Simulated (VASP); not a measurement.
An input for Ansatz (written as the equivalent of a VASP run, and not itself run):

Ansatz 0.2 input:
```yaml
crystal:
  lattice:
    - [1.9077000, -7.5020000, 0.0000000]
    - [1.9077000, 7.5020000, 0.0000000]
    - [0.0000000, 0.0000000, 3.7798000]
  atoms:
    - { symbol: Hf, position: [0.8940000, 0.1060000, 0.2500000] }
    - { symbol: Hf, position: [0.1060000, 0.8940000, 0.7500000] }
    - { symbol: Ge, position: [0.2500000, 0.7500000, 0.2500000] }
    - { symbol: Ge, position: [0.7500000, 0.2500000, 0.7500000] }
    - { symbol: Ge, position: [0.5590000, 0.4410000, 0.2500000] }
    - { symbol: Ge, position: [0.4410000, 0.5590000, 0.7500000] }
kpoints:
  mp_grid: { grid: [4, 4, 4] }
hamiltonian:
  xc: lda
  pseudopotentials: { kind: paw }
scf:
  occupations: { method: fermi_dirac, width: 0.136 }
  max_iter: 100
output: { forces: true, stress: true, eigenvalues: true }
```

Q: Translate this input to VASP (INCAR, KPOINTS, POSCAR, choice of POTCAR).

A: Several could match; the one computed here: 
KPOINTS:
```
Automatic mesh
0
Gamma
4 4 4
0 0 0
```

File POSCAR:
```
HfGe2
1
    1.9077000000    -7.5020000000     0.0000000000
    1.9077000000     7.5020000000     0.0000000000
    0.0000000000     0.0000000000     3.7798000000
Hf Ge
2 4
Direct
  0.8940000000   0.1060000000   0.2500000000
  0.1060000000   0.8940000000   0.7500000000
  0.2500000000   0.7500000000   0.2500000000
  0.7500000000   0.2500000000   0.7500000000
  0.5590000000   0.4410000000   0.2500000000
  0.4410000000   0.5590000000   0.7500000000
```

INCAR:
```
ALGO = Normal
EDIFF = 1E-6
ENCUT = 300
ISIF = 2
ISMEAR = -1
LASPH = T
LCHARG = F
LMAXMIX = 6
LREAL = F
LWAVE = F
NELM = 100
PREC = Accurate
SIGMA = 0.136
SYSTEM = HfGe2
```

POTCAR, in this order: Hf_pv Ge_d (LDA.64 set). Program: vasp_std.

What does not carry over: each code has its own PAW files, so the cut-off isn't converted (ENCUT is set for VASP's; basis.ecutwfc is left out, and Ansatz then takes the one that its files recommend); Ansatz stops its SCF on the density residual and VASP on the energy change (EDIFF); Ansatz's lda is the Perdew-Wang form, while the LDA potentials of VASP carry Perdew-Zunger's.

The structure comes from a measured HfGe2 entry of the Crystallography Open Database, whose conditions weren't checked. The cell was not relaxed at this level. The k-mesh is coarse (spacing up to 0.42 per Å, 2π included), so the numbers may not be converged in it.
